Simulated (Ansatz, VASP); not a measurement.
## Cross-check of SrTiO3 between VASP and Ansatz

Wanted: the spread between two codes on one cell, functional and k mesh. Of the first pair: The structure shown is the end of the Ansatz relaxation below.

Main program and level: Ansatz 0.2.0; plane waves, with VASP 6.6.1 beside it; single point at PBEsol and relaxation of cell and atoms at PBEsol.

**1. Set-up**

It takes space group Pm-3m (No. 221, cubic). The conventional cell has a = 3.891 Å, b = 3.891 Å, c = 3.891 Å, α = 90.00°, β = 90.00°, γ = 90.00°. Sr has 12 O at 2.75 Å nearest. Nearest to Ti lie 6 O at 1.95 Å. Nearest to O lie 2 Ti at 1.95 Å and 4 Sr at 2.75 Å. Farther neighbours and most contacts between anions are not listed.

**2. Ansatz: relaxation, PBEsol**

Ansatz runs on its PAW soft_1 files.

This run makes the geometry at which the two programs are then compared.

The input, input.yaml:

```yaml
crystal:
  lattice:
    - [3.891345, 0.0, 0.0]
    - [0.0, 3.891345, 0.0]
    - [0.0, 0.0, 3.891345]
  atoms:
    - { symbol: Sr, position: [0.0, 0.0, 0.0] }
    - { symbol: Ti, position: [0.5, 0.5, 0.5] }
    - { symbol: O, position: [0.5, 0.5, 0.0] }
    - { symbol: O, position: [0.5, 0.0, 0.5] }
    - { symbol: O, position: [0.0, 0.5, 0.5] }
kpoints:
  mp_grid: { grid: [7, 7, 7] }
scf:
  occupations: { method: fermi_dirac, width: 0.02 }
hamiltonian:
  xc: pbesol
  pseudopotentials: { kind: paw, azcp: { folder: soft_1 }, xc_functional: pbe }
basis:
  ecutwfc: 600
output:
  forces: true
  stress: true
relax:
  f_tol: 0.005
  max_steps: 70
  cell: { stress_tol: 0.02, p_target: 0, fix: [a, b, alpha, beta, gamma] }
```

Launch:

```
> ansatz run input.yaml --threads 4 --pin off --max-ram 10240MiB --backend cpu --events-out ev --progress --plain --runs-dir out
```

Numbers of over 12 decimals in the logs are rounded to 6 here.

Log:

```text
Warning: crystal.symmetry: narrowed to the stabiliser of the fixed cell quantities (relax.cell.fix) — unitary ops 48 → 16. The narrowing is safe, since a smaller group never makes results wrong: the run goes on under it, on as many k-points as the starting group would need, or more. Excluded: 32 operations that would move a fixed cell quantity at a test strain (relax.cell.fix fixes a, b, alpha, beta, gamma). The cell can leave their symmetry as it relaxes.
Engine: ansatz 0.2.0, x86_64-unknown-linux-gnu
Pseudopotentials: kind: paw
Pseudopotential: Sr, paw, valence charge 10, recommended cutoff 420 eV (normal), soft_1/Sr.paw.azcp
Pseudopotential: Ti, paw, valence charge 12, recommended cutoff 420 eV (normal), soft_1/Ti.paw.azcp
Pseudopotential: O, paw, valence charge 6, recommended cutoff 420 eV (normal), soft_1/O.paw.azcp
Functional definition: PBEsol
  exchange = pbesol_x
  correlation = pbesol_c
Crystal: 5 atoms, lattice volume = 58.925 Å³
Basis set: ecut = 600 eV, 1935 PW (Γ), exchange–correlation on 64×64×64 points (8 copies of the dense FFT grid, shifted against one another)
Bands: 25, of which v1, the nominal top of the filled ones, is band 20 counted from 1 (19 counted from 0)
Symmetry: 16 space group operations
k-points: 40 of 343
Non-local potential: Sr, projectors of the file, l = 0: 3, l = 1: 2, l = 2: 2
Non-local potential: Ti, projectors of the file, l = 0: 3, l = 1: 2, l = 2: 3, l = 3: 1
Non-local potential: O, projectors of the file, l = 0: 2, l = 1: 2, l = 2: 1
PAW form: soft (Blöchl's): semilocal exchange-correlation on the pseudo side does not see the compensation charge
PAW frozen core: Sr, regenerated for the run's functional, and the local potential with it (the file was generated under x = pbe(κ = 0.804, μ = 0.219515), c = pbe(β = 0.066725))
PAW frozen core: Ti, regenerated for the run's functional, and the local potential with it (the file was generated under x = pbe(κ = 0.804, μ = 0.219515), c = pbe(β = 0.066725))
PAW frozen core: O, regenerated for the run's functional, and the local potential with it (the file was generated under x = pbe(κ = 0.804, μ = 0.219515), c = pbe(β = 0.066725))
PAW one-centre angular grid: Sr, 110 points (default); XC on 64 Gauss nodes
PAW one-centre angular grid: Ti, 590 points (default); XC on 64 Gauss nodes
PAW one-centre angular grid: O, 110 points (default); XC on 64 Gauss nodes
Initial density: superposition of atomic densities (chi_scale 0.1, normalization cell, long waves kept (reshape's long-wave potential 0.00 eV rms))
Initial wavefunctions: pseudopotential atomic-orbital guess
Functional: x = pbesol(κ = 0.804, μ = 0.123457), c = pbesol(β = 0.046)
SCF iter   1: F=—  HF=-7657.500636 eV  |F-HF|=—  |Δ(HF+E_count)|=         —  Δρ=5.23e-2  dr2=1.35e0  ethr=3.10e-3  ⟨swp⟩=7.7  Hψ=5203  notcnv=0
preconditioner: auto → Resta (q_TF=auto, 2.558 Å⁻¹)  ε∞=5.3  [insulator: Δε(μ)=2.104 eV  Ē_g=12.852 eV  σ=0.020 eV  W_gap=1.00  n_scr=18 (ndim 8)  ℏωp=26.5 eV  f_vac=0.000  D(μ)=0.00/eV (n_scr^D=0)  ε∞_Penn≈5.3]
SCF iter   2: F=—  HF=-7657.338982 eV  |F-HF|=—  |Δ(HF+E_count)|=   1.62e-1  Δρ=2.75e-2  dr2=4.77e-1  ethr=3.10e-3  ⟨swp⟩=2.1  Hψ=1483  notcnv=0  defer=40
SCF iter   3: F=—  HF=-7657.283775 eV  |F-HF|=—  |Δ(HF+E_count)|=   5.52e-2  Δρ=7.09e-3  dr2=1.87e-2  ethr=1.19e-3  ⟨swp⟩=2.4  Hψ=1960  notcnv=0  defer=40
SCF iter   4: F=—  HF=-7657.285646 eV  |F-HF|=—  |Δ(HF+E_count)|=   1.87e-3  Δρ=2.38e-3  dr2=1.98e-3  ethr=4.68e-5  ⟨swp⟩=2.2  Hψ=1632  notcnv=0  defer=40
SCF iter   5: F=—  HF=-7657.286435 eV  |F-HF|=—  |Δ(HF+E_count)|=   7.90e-4  Δρ=3.19e-4  dr2=5.30e-5  ethr=4.94e-6  ⟨swp⟩=2.0  Hψ=1839  notcnv=0  defer=40
SCF iter   6: F=—  HF=-7657.286508 eV  |F-HF|=—  |Δ(HF+E_count)|=   7.29e-5  Δρ=7.95e-5  dr2=4.50e-6  ethr=1.32e-7  ⟨swp⟩=2.0  Hψ=1680  notcnv=0  defer=40
SCF iter   7: F=—  HF=-7657.286510 eV  |F-HF|=—  |Δ(HF+E_count)|=   2.03e-6  Δρ=1.63e-5  dr2=1.98e-7  ethr=1.13e-8  ⟨swp⟩=2.7  Hψ=1780  notcnv=0  defer=40
SCF iter   8: F=-7657.286510 eV  HF=-7657.286510 eV  |F-HF|=3.63e-9  |Δ(HF+E_count)|=   4.43e-8  Δρ=4.29e-6  dr2=1.34e-8  ethr=2.50e-10  ⟨swp⟩=5.0  Hψ=3958  notcnv=0
SCF 1 converged in 8 iterations: F = -7657.286510 eV  dr2 = 1.34e-8
  greatest PAW one-centre occupation: 0.998 electrons in one spin orbital (limit 2), on the Ti atom at site 1 (counted from 0), in its partial waves of l = 0
relax step   1: F+E_penalty+E_count = -7657.28651041 eV  Δ(F+E_penalty+E_count) = +0.000e0 eV  max|allowed force component| = 3.842e-29 eV/Å  Δτ_max = 0.0000 Å  P = +0.003 GPa  Ω = 58.925 Å³  fix = [a, b, alpha, beta, gamma]  reactions: a +0.003, b +0.003 GPa  (8 SCF iters, dr2 threshold 1.00e-7 eV, accepted)
Initial density: handed on by an earlier stage of this run
Initial wavefunctions: pseudopotential atomic-orbital guess (no wavefunctions were taken with the density)
iter 1 solved again at ethr=1.69e-6 eV; its pass at ethr=3.10e-3 eV (dr2=6.75e-4 eV) is discarded
SCF iter   1: F=—  HF=-7657.286484 eV  |F-HF|=—  |Δ(HF+E_count)|=         —  Δρ=7.87e-6  dr2=2.21e-8  ethr=1.69e-6  ⟨swp⟩=3.6  Hψ=7976  notcnv=0
eigensolver tolerance schedule: the retry pair's looser diagonalisation over-reported the residual by 30535.48 of it (diagonalisation noise at an unbounded share of the residual, at the tolerance the schedule requests for it); recorded, not acted on — ethr = c·dr2/N_el stays at c = 1.0e-1
preconditioner: auto → Resta (q_TF=auto, 2.558 Å⁻¹)  ε∞=5.6  [insulator: Δε(μ)=1.923 eV  Ē_g=12.328 eV  σ=0.020 eV  W_gap=1.00  n_scr=18 (ndim 8)  ℏωp=26.5 eV  f_vac=0.000  D(μ)=0.00/eV (n_scr^D=0)  ε∞_Penn≈5.6]
SCF iter   2: F=—  HF=-7657.286510 eV  |F-HF|=—  |Δ(HF+E_count)|=   2.66e-5  Δρ=4.75e-6  dr2=1.43e-8  ethr=5.52e-11  ⟨swp⟩=4.0  Hψ=3075  notcnv=0
SCF iter   3: F=—  HF=-7657.286510 eV  |F-HF|=—  |Δ(HF+E_count)|=   2.47e-9  Δρ=2.34e-6  dr2=4.65e-9  ethr=3.57e-11  ⟨swp⟩=2.1  Hψ=1317  notcnv=0
SCF iter   4: F=—  HF=-7657.286510 eV  |F-HF|=—  |Δ(HF+E_count)|=  6.68e-10  Δρ=1.20e-6  dr2=5.64e-10  ethr=1.16e-11  ⟨swp⟩=2.3  Hψ=1555  notcnv=0
SCF iter   5: F=—  HF=-7657.286510 eV  |F-HF|=—  |Δ(HF+E_count)|=  2.09e-11  Δρ=7.45e-7  dr2=1.91e-10  ethr=1.41e-12  ⟨swp⟩=1.7  Hψ=1365  notcnv=0
SCF iter   6: F=—  HF=-7657.286510 eV  |F-HF|=—  |Δ(HF+E_count)|=  5.46e-12  Δρ=2.95e-7  dr2=3.23e-11  ethr=1.00e-12  ⟨swp⟩=1.0  Hψ=1000  notcnv=0
SCF iter   7: F=-7657.286510 eV  HF=-7657.286510 eV  |F-HF|=4.55e-12  |Δ(HF+E_count)|=  2.73e-12  Δρ=1.09e-7  dr2=4.52e-12  ethr=1.00e-12  ⟨swp⟩=5.0  Hψ=4828  notcnv=0
SCF 2 converged in 7 iterations: F = -7657.286510 eV  dr2 = 4.52e-12
relax step   2: F+E_penalty+E_count = -7657.28651042 eV  Δ(F+E_penalty+E_count) = -4.214e-9 eV  max|allowed force component| = 7.376e-29 eV/Å  Δτ_max = 0.0000 Å  P = +0.003 GPa  Ω = 58.925 Å³  fix = [a, b, alpha, beta, gamma]  reactions: a +0.003, b +0.003 GPa  stress off target by 3.15e-3 GPa on what of the cell is left free  SCF on the basis re-selected at this cell (its energy is not comparable with the rows above)  (7 SCF iters)
basis re-selected at this cell: Δ(F+E_penalty+E_count) = -4.214e-9 eV, ΔP = +0.000 GPa vs the last step (what re-selecting the basis moved, of the pressure what is left beyond the Pulay correction that the steps carried, after the strain that the cell walked since its last selection, with what the two solves' SCF thresholds leave and, on support functions, any second-order correction that the steps lacked; it is no m [...]
SCF converged after 7 iterations
Free energy (F): -7657.286510 eV
Harris-Foulkes:  -7657.286510 eV  (|F-HF|=4.55e-12)
Internal energy: -7657.286510 eV  (E = F + TS)
E sigma→0 (E₀):  -7657.286510 eV
Fermi energy:    10.874337 eV
--- Per-component energies (eV) ---
  E_band       = -203.294374
  E_kinetic    = 1019.706832
  E_local      = -2438.959803  (includes V_loc(G=0)·N_el)
  E_nonlocal   = 450.818711
  E_hartree    = 842.540466
  E_xc         = -504.708974
  E_vxc        = -577.390987  (∫ρ·V_xc dr)
  E_paw        = -4125.615900  (= ΣΔE_a)
  E_vpaw       = -342.550722  (= ΣTr[D̂ρ^β])
  E_aug_tail   = 0.000582  (compensation charges beyond the density's cutoff)
  E_ewald      = -2901.448021
  E_core_change = 0.379596  (= ΣΔE_core)
  E_smearing   = -0.000000  (= −TS)
  E_closure    = 0.000000  (closes the sum)
  Σ components = -7657.286510   (vs F -7657.286510, Δ=0.00e0)
--- Forces (eV/Å), atoms counted from 1 ---
  atom   1  Sr    -0.00000000    -0.00000000     0.00000000
  atom   2  Ti     0.00000000     0.00000000     0.00000000
  atom   3  O      0.00000000     0.00000000     0.00000000
  atom   4  O      0.00000000     0.00000000     0.00000000
  atom   5  O      0.00000000     0.00000000     0.00000000
  max |Σ_I F_I| component: 1.36e-28 eV/Å
--- Stress (GPa, compression-positive) ---
        0.003153       0.000000       0.000000
        0.000000       0.003153       0.000000
        0.000000       0.000000       0.003153
  P = ⅓ Tr σ = 0.0032 GPa (0.032 kbar)
--- Relaxed structure (1 steps of the walk, 1 accepted, 1 SCFs on fresh bases) ---
  F+E_penalty+E_count = -7657.28651042 eV   max|allowed force component| = 7.376e-29 eV/Å   (the final SCF, on the basis selected at the relaxed cell)
  cell:  # Å, volume = 58.9249 Å³
    - [3.891345, 0.0, 0.0]
    - [0.0, 3.891345, 0.0]
    - [0.0, 0.0, 3.891345]
  atoms:
    - { symbol: Sr, position: [0.0, 0.0, 0.0] }
    - { symbol: Ti, position: [0.5, 0.5, 0.5] }
    - { symbol: O, position: [0.5, 0.5, 0.0] }
    - { symbol: O, position: [0.5, 0.0, 0.5] }
    - { symbol: O, position: [0.0, 0.5, 0.5] }
```

**3. VASP: single point, PBEsol**

The same cell, functional, mesh and smearing now go to VASP, with its own data sets.

Lines of VASP's logs that name or quote its potential files are left out, and so is its time.

The input, INCAR:

```
SYSTEM = SrTiO3
PREC = Accurate
ENCUT = 600
EDIFF = 1E-06
NELM = 120
ISMEAR = -1
SIGMA = 0.02
LREAL = .FALSE.
ALGO = Normal
GGA = PS
NBANDS = 26
LASPH = .TRUE.
LORBIT = 11
LWAVE = .FALSE.
LCHARG = .FALSE.
ISIF = 2
GGA_COMPAT = .FALSE.
EFERMI = MIDGAP
KPAR = 2
```

The input, POSCAR:

```
SrTiO3
1.0
    3.8913450000      0.0000000000      0.0000000000
    0.0000000000      3.8913450000      0.0000000000
    0.0000000000      0.0000000000      3.8913450000
Sr Ti O
1 1 3
Direct
    0.0000000000      0.0000000000      0.0000000000
    0.5000000000      0.5000000000      0.5000000000
    0.5000000000      0.5000000000      0.0000000000
    0.5000000000      0.0000000000      0.5000000000
    0.0000000000      0.5000000000      0.5000000000
```

The input, KPOINTS:

```
Automatic mesh
0
Gamma
7 7 7
0 0 0
```

The projector-augmented-wave data sets are Sr_sv, Ti_sv and O (PBE family, release 64).

Launch:

```
> mpirun -np 2 vasp_std
```

Log:

```text
[banner, memory and clock lines left out]
running    2 mpi-ranks, on    1 nodes
 distrk:  each k-point on    1 cores,    2 groups
 distr:  one band on    1 cores,    1 groups

 POSCAR found type information on POSCAR SrTiO
 POSCAR found :  3 types and       5 ions
|                                                                             |
|               ----> ADVICE to this user running VASP <----                  |
|                                                                             |
|     You enforced a specific xc type in the INCAR file but a different       |
|     [... a line on the potential file left out ...]
|     I HOPE YOU KNOW WHAT YOU ARE DOING!                                     |
|                                                                             |

 LDA part: xc-table for (Slater+PW92), standard interpolation
 POSCAR, INCAR and KPOINTS ok, starting setup
 FFT: planning ... GRIDC
 FFT: planning ... GRID_SOFT
 FFT: planning ... GRID
 WAVECAR not read
 entering main loop
       N       E                     dE             d eps       ncg     rms          rms(c)
DAV:   1     0.462646333768E+03    0.46265E+03   -0.23607E+04  1040   0.190E+03
DAV:   2     0.279417651929E+01   -0.45985E+03   -0.44456E+03  1158   0.495E+02
DAV:   3    -0.493167341288E+02   -0.52111E+02   -0.51768E+02  1468   0.153E+02
DAV:   4    -0.515496677715E+02   -0.22329E+01   -0.22296E+01  1480   0.288E+01
DAV:   5    -0.516136631065E+02   -0.63995E-01   -0.63950E-01  1448   0.403E+00    0.272E+01
DAV:   6    -0.420421004384E+02    0.95716E+01   -0.55386E+01  1556   0.686E+01    0.158E+01
DAV:   7    -0.420970614134E+02   -0.54961E-01   -0.76530E+00  1318   0.204E+01    0.113E+01
DAV:   8    -0.421282202953E+02   -0.31159E-01   -0.19239E+00  1334   0.145E+01    0.324E+00
DAV:   9    -0.420292711207E+02    0.98949E-01   -0.46443E-01  1354   0.705E+00    0.108E+00
DAV:  10    -0.420345848238E+02   -0.53137E-02   -0.17065E-01  1230   0.263E+00    0.102E+00
DAV:  11    -0.420216560858E+02    0.12929E-01   -0.50670E-02  1594   0.204E+00    0.208E-01
DAV:  12    -0.420215413433E+02    0.11474E-03   -0.26294E-03  1296   0.468E-01    0.128E-01
DAV:  13    -0.420214699157E+02    0.71428E-04   -0.91046E-04  1632   0.280E-01    0.592E-02
DAV:  14    -0.420214693954E+02    0.52033E-06   -0.22105E-04  1342   0.179E-01    0.280E-02
DAV:  15    -0.420214634092E+02    0.59862E-05   -0.60932E-05  1368   0.854E-02    0.223E-02
DAV:  16    -0.420214616431E+02    0.17661E-05   -0.13035E-05  1264   0.405E-02    0.684E-03
DAV:  17    -0.420214614411E+02    0.20196E-06   -0.16459E-06   990   0.151E-02
   1 F= -.42021461E+02 E0= -.42021461E+02  d E =-.747016E-22
```

From OUTCAR (step 3):

```text
ion  position               nearest neighbor table
   1  0.000  0.000  0.000-   3 2.75   4 2.75   5 2.75   4 2.75   5 2.75   3 2.75   5 2.75   5 2.75
                             3 2.75   4 2.75   4 2.75   3 2.75   2 3.37   2 3.37   2 3.37   2 3.37
   2  0.500  0.500  0.500-   3 1.95   4 1.95   5 1.95   3 1.95   4 1.95   5 1.95   1 3.37   1 3.37
                             1 3.37   1 3.37   1 3.37   1 3.37   1 3.37   1 3.37
   3  0.500  0.500  0.000-   2 1.95   2 1.95   1 2.75   1 2.75   1 2.75   1 2.75
   4  0.500  0.000  0.500-   2 1.95   2 1.95   1 2.75   1 2.75   1 2.75   1 2.75
   5  0.000  0.500  0.500-   2 1.95   2 1.95   1 2.75   1 2.75   1 2.75   1 2.75

  LATTYP: Found a simple cubic cell.
 ALAT       =     3.8913450000

 Subroutine GETGRP returns: Found 48 space group operations
 (whereof 48 operations were pure point group operations)

The static configuration has the point symmetry O_h .

 Found     20 irreducible k-points:

   k-points           NKPTS =     20   k-points in BZ     NKDIM =     20   number of bands    NBANDS=     26

   dimension x,y,z NGX =    32 NGY =   32 NGZ =   32
   dimension x,y,z NGXF=    64 NGYF=   64 NGZF=   64

   ENCUT  =  600.0 eV  44.10 Ry    6.64 a.u.   7.77  7.77  7.77*2*pi/ulx,y,z

   NELECT =      40.0000    total number of electrons

 k-points in reciprocal lattice and weights: Automatic mesh
   0.00000000  0.00000000  0.00000000       0.003
   0.14285714  0.00000000  0.00000000       0.017
   0.28571429  0.00000000  0.00000000       0.017
   0.42857143  0.00000000  0.00000000       0.017
   0.14285714  0.14285714  0.00000000       0.035
   0.28571429  0.14285714  0.00000000       0.070
   0.42857143  0.14285714  0.00000000       0.070
   0.28571429  0.28571429  0.00000000       0.035
   0.42857143  0.28571429  0.00000000       0.070
[...]
0.42857143  0.42857143  0.28571429       0.070
   0.42857143  0.42857143  0.42857143       0.023

 average (electrostatic) potential at core
       1 -34.2016       2 -76.1314       3 -69.4308       4 -69.4308       5 -69.4308

 E-fermi :   4.9870

 k-point     1 :       0.0000    0.0000    0.0000
  band No.  band energies     occupation
    ...
     16       2.9061      2.00000
     17       2.9061      2.00000
     18       3.7577      2.00000
     19       3.7577      2.00000
     20       3.7577      2.00000
     21       5.9306      0.00000
     22       5.9306      0.00000
     23       5.9306      0.00000
     24       8.5191      0.00000
     25       8.5191      0.00000
    ...

 k-point     2 :       0.1429    0.0000    0.0000
  band No.  band energies     occupation
    ...
     16       2.6347      2.00000
     17       2.7181      2.00000
     18       3.1497      2.00000
     19       3.6338      2.00000
     20       3.6338      2.00000
     21       5.9636      0.00000
     22       6.3954      0.00000
     23       6.3954      0.00000
     24       8.5265      0.00000
     25       9.1053      0.00000
    ...

 k-point     3 :       0.2857    0.0000    0.0000
  band No.  band energies     occupation
    ...
     16       2.1154      2.00000
     17       2.1833      2.00000
     18       2.3451      2.00000
     19       3.4742      2.00000
     20       3.4742      2.00000
     21       6.0401      0.00000
     22       7.2495      0.00000
     23       7.2495      0.00000
     24       8.5351      0.00000
     25      10.0583      0.00000
    ...

  Total        0.1824498      0.1824498      0.1824498      0.0000000     -0.0000000      0.0000000
  in kB        4.9608343      4.9608343      4.9608343      0.0000000     -0.0000000      0.0000000
  external PRESSURE =       4.9608343 kB  Pullay stress =       0.0000000 kB

  energy-cutoff  :      600.00
  volume of cell :       58.92
      direct lattice vectors                 reciprocal lattice vectors
     3.891345000  0.000000000  0.000000000     0.256980556  0.000000000  0.000000000
     0.000000000  3.891345000  0.000000000     0.000000000  0.256980556  0.000000000
     0.000000000  0.000000000  3.891345000     0.000000000  0.000000000  0.256980556

 POSITION                                       TOTAL-FORCE (eV/Angst)
 -----------------------------------------------------------------------------------
      0.00000      0.00000      0.00000         0.000000      0.000000      0.000000
      1.94567      1.94567      1.94567         0.000000      0.000000      0.000000
      1.94567      1.94567      0.00000         0.000000      0.000000      0.000000
      1.94567      0.00000      1.94567         0.000000      0.000000      0.000000
      0.00000      1.94567      1.94567         0.000000      0.000000      0.000000
 -----------------------------------------------------------------------------------
    total drift:                                0.000000     -0.000000     -0.000000

  FREE ENERGIE OF THE ION-ELECTRON SYSTEM (eV)
  ---------------------------------------------------
  free  energy   TOTEN  =       -42.0214614411 eV

  energy  without entropy=      -42.0214614411  energy(sigma->0) =      -42.02146144

 total charge
# of ion       s       p       d       tot
------------------------------------------
    1        1.998   5.763   0.209   7.970
    2        2.237   6.334   1.786  10.358
    3        1.556   3.479   0.000   5.035
    4        1.556   3.479   0.000   5.035
    5        1.556   3.479   0.000   5.035
--------------------------------------------------
tot          8.904  22.533   1.996  33.433

[... 3 further parts left out ...]
```

This run has no spin polarisation, so a moment on Ti, if there is one, isn't seen.

**4. Comparison**

Known differences besides the potentials themselves: Ansatz makes its cores anew for this functional, VASP keeps those of its PBE data sets; Ansatz's pressure holds a Pulay correction, VASP's none. Total energies have different zeros and are not compared.

Compared:

| quantity | Ansatz | VASP | difference |
| --- | --- | --- | --- |
| pressure (GPa) | 0.00 | 0.50 | -0.49 |
| gap on the k mesh (eV) | 1.923 | 1.887 | +0.036 |

A gap on the mesh is an upper bound, since the band edges may lie between its points.

(Continued in part 2 of 2.)

[Lines on the potential files, build, host, timing and source positions are cut from VASP's logs without a mark.]

[Logs are printed without paths, hosts, clocks, repeated set-up lines and the standing remarks that a program may print on its own settings, such as how far it seeks lower states.]

[Hosts, paths, dates, database ids (printed as entryN), source tags and the programs' standing remarks are cut or masked in the printed files.]
